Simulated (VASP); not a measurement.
Energy against volume of FeAl (CsCl type). These are RPBE GGA, VASP's PBE PAW potentials (set 64) (plane waves; VASP) values and carry that method's errors. Numerical set-up: 520 eV cut-off, 13×13×13 Γ-centred mesh, first-order Methfessel-Paxton smearing of 0.10 eV, potentials Al Fe.

| V (Å³/atom) | E (eV/atom) |
|---|---|
| 11.335 | -5.87564 |
| 11.697 | -5.89545 |
| 12.059 | -5.90171 |
| 12.420 | -5.89639 |

Fit these four points and predict the energy of the run at 12.782 Å³/atom.

A cubic in V^(−2/3), the third-order Birch-Murnaghan form, passes through the four points with V0 = 12.06 Å³/atom and B0 = 171 GPa, and gives -5.8811 eV/atom there. The run gave -5.8812 eV/atom, -0.1 meV/atom from the fit; all five points give B0 = 170 GPa.

The compound is FeAl in the CsCl type structure. It was relaxed first. The run is not spin-polarised, so no magnetic state was tried.
